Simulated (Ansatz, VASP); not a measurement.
# CaYI4: VASP beside Ansatz

INCAR

```
SYSTEM = CaYI4
PREC = Accurate
ENCUT = 520
EDIFF = 1E-6
ISMEAR = 0
SIGMA = 0.1
LREAL = .False.
LASPH = .True.
NELM = 80
ALGO = Normal
ISIF = 2
LWAVE = .False.
LCHARG = .False.
GGA = PE
NBANDS = 34
```

The input KPOINTS:

```
regular mesh
0
Gamma
  4 4 2
  0 0 0
```

Contents of POSCAR:

```
CaYI4
1.0
    5.4133723300      0.0000000000      0.0000000000
    0.0000000000      5.4133723300      0.0000000000
    0.0000000000      0.0000000000      7.6556645700
Ca Y I
1 1 4
Direct
    0.5000000000      0.5000000000      0.5000000000
    0.0000000000      0.0000000000      0.0000000000
    0.5000000000      0.0000000000      0.2500000000
    0.0000000000      0.5000000000      0.7500000000
    0.5000000000      0.0000000000      0.7500000000
    0.0000000000      0.5000000000      0.2500000000
```

Input for Ansatz:

```yaml
crystal:
  lattice:
    - [5.41337233, 0.0, 0.0]
    - [0.0, 5.41337233, 0.0]
    - [0.0, 0.0, 7.65566457]
  atoms:
    - { symbol: Ca, position: [0.5, 0.5, 0.5] }
    - { symbol: "Y", position: [0.0, 0.0, 0.0] }
    - { symbol: I, position: [0.5, 0.0, 0.25] }
    - { symbol: I, position: [0.0, 0.5, 0.75] }
    - { symbol: I, position: [0.5, 0.0, 0.75] }
    - { symbol: I, position: [0.0, 0.5, 0.25] }
basis:
  ecutwfc: 420
kpoints:
  mp_grid: { grid: [4, 4, 2] }
hamiltonian:
  xc: pbe
scf:
  occupations: { method: gaussian, width: 0.1 }
  lower_state_search: "off"
output:
  forces: true
  stress: true
  eigenvalues: true
```

Alike in both runs: task single point; functional PBE; k mesh 4 × 4 × 2; occupations gaussian, width 0.1 eV; no spin polarisation.

```csv
,VASP,Ansatz
version,VASP 6.6.1,Ansatz 0.2.0
potentials or method,"VASP PAW PBE potentials, release 64 (Ca_sv, Y_sv, I)","scalar-relativistic, plane waves, PAW"
plane-wave cutoff (eV),520,420
valence electrons in the cell,49,89
```

|  | VASP | Ansatz | Ansatz less VASP |
| --- | --- | --- | --- |
| gap on the k mesh at the Fermi level (eV) | none | none | - |
| pressure (GPa) | 0.3 | 0.2 | -0.03 |
| largest component of the traceless stress (GPa) | 0.18 | 0.18 | +0.001 |
| rms of the force components (eV/Å) | 0.122 | 0.119 | -0.0023 |

Atom by atom the forces differ by 0.002 eV/Å (rms over components). A gap of «none» marks a metal or a gap that the smearing closes. The two sets of potentials don't hold the same shells in valence.

Caveats: the k mesh is coarse (spacing up to 0.41 Å⁻¹), so the values aren't converged; an odd number of electrons without spin polarisation forces a metal; a magnetic or distorted state may lie lower. The runs have no spin-orbit coupling, so splittings on I are missing.
